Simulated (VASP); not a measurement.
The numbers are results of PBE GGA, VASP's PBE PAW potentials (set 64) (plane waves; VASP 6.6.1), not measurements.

VASP ran on this input.

### POSCAR
```
KF
2.7103070
  0.0000000000   0.9999998858   0.9999998858
  0.9999998858   0.0000000000   0.9999998858
  0.9999998858   0.9999998858   0.0000000000
K F
1 1
Direct
  0.0000000000   0.0000000000   0.0000000000
  0.5000000000   0.5000000000   0.5000000000
```

**INCAR**
```
SYSTEM = KF
PREC = Accurate
ENCUT = 520
EDIFF = 1E-7
NELM = 100
ALGO = Normal
LREAL = .FALSE.
LASPH = .TRUE.
ISMEAR = -5
GGA = PE
LWAVE = .FALSE.
LCHARG = .TRUE.
LORBIT = 11
NEDOS = 601
ISIF = 2
```

KPOINTS:
```
Automatic mesh
0
Gamma
9 9 9
0 0 0
```

POTCAR, in this order: K_sv F (PBE.64 set). Program: vasp_std.

The run wrote:

File OSZICAR:
```
       N       E                     dE             d eps       ncg     rms          rms(c)
DAV:   1     0.114146538842E+03    0.11415E+03   -0.84377E+03   840   0.128E+03
DAV:   2    -0.468465272602E+01   -0.11883E+03   -0.10978E+03  1060   0.328E+02
DAV:   3    -0.943710032672E+01   -0.47524E+01   -0.47164E+01  1052   0.615E+01
DAV:   4    -0.957489787044E+01   -0.13780E+00   -0.13768E+00  1284   0.895E+00
DAV:   5    -0.957640294626E+01   -0.15051E-02   -0.15051E-02  1032   0.102E+00    0.627E+00
DAV:   6    -0.832826214879E+01    0.12481E+01   -0.44095E+00   936   0.180E+01    0.362E+00
DAV:   7    -0.830085761986E+01    0.27405E-01   -0.12489E-01  1132   0.311E+00    0.218E+00
DAV:   8    -0.829686306734E+01    0.39946E-02   -0.56995E-02   928   0.279E+00    0.209E-01
DAV:   9    -0.829861392267E+01   -0.17509E-02   -0.65660E-03  1104   0.668E-01    0.121E-01
DAV:  10    -0.829917775674E+01   -0.56383E-03   -0.10116E-03   956   0.311E-01    0.612E-02
DAV:  11    -0.829930928261E+01   -0.13153E-03   -0.40471E-04   932   0.160E-01    0.232E-02
DAV:  12    -0.829929743134E+01    0.11851E-04   -0.80593E-05  1076   0.735E-02    0.701E-03
DAV:  13    -0.829929709965E+01    0.33169E-06   -0.54703E-06   940   0.230E-02    0.226E-03
DAV:  14    -0.829929716049E+01   -0.60840E-07   -0.38317E-07  1052   0.583E-03
   1 F= -.82992972E+01 E0= -.82992972E+01  d E =0.000000E+00
```

File OUTCAR:
```
------------------------ aborting loop because EDIFF is reached ----------------------------------------
  FORCE on cell =-STRESS in cart. coord.  units (eV):
  Direction    XX          YY          ZZ          XY          YZ          ZX
  --------------------------------------------------------------------------------------
  Total        0.0026347      0.0026347      0.0026347      0.0000000     -0.0000000      0.0000000
  in kB        0.1060108      0.1060108      0.1060108      0.0000000     -0.0000000      0.0000000
  external PRESSURE =       0.1060108 kB  Pullay stress =       0.0000000 kB
  volume of cell :       39.82
      direct lattice vectors                 reciprocal lattice vectors
     0.000000000  2.710306690  2.710306690    -0.184480967  0.184480967  0.184480967
     2.710306690  0.000000000  2.710306690     0.184480967 -0.184480967  0.184480967
     2.710306690  2.710306690  0.000000000     0.184480967  0.184480967 -0.184480967
  FREE ENERGIE OF THE ION-ELECTRON SYSTEM (eV)
  ---------------------------------------------------
  free  energy   TOTEN  =        -8.2992971605 eV

  energy  without entropy=       -8.2992971605  energy(sigma->0) =       -8.29929716

 total charge

# of ion       s       p       d       tot
------------------------------------------
    1        1.957   5.590   0.030   7.576
    2        1.730   4.347   0.000   6.077
--------------------------------------------------
tot          3.687   9.936   0.030  13.653
```
(Selected blocks of OUTCAR.)

The compound is KF in the rock salt structure. It was relaxed first.
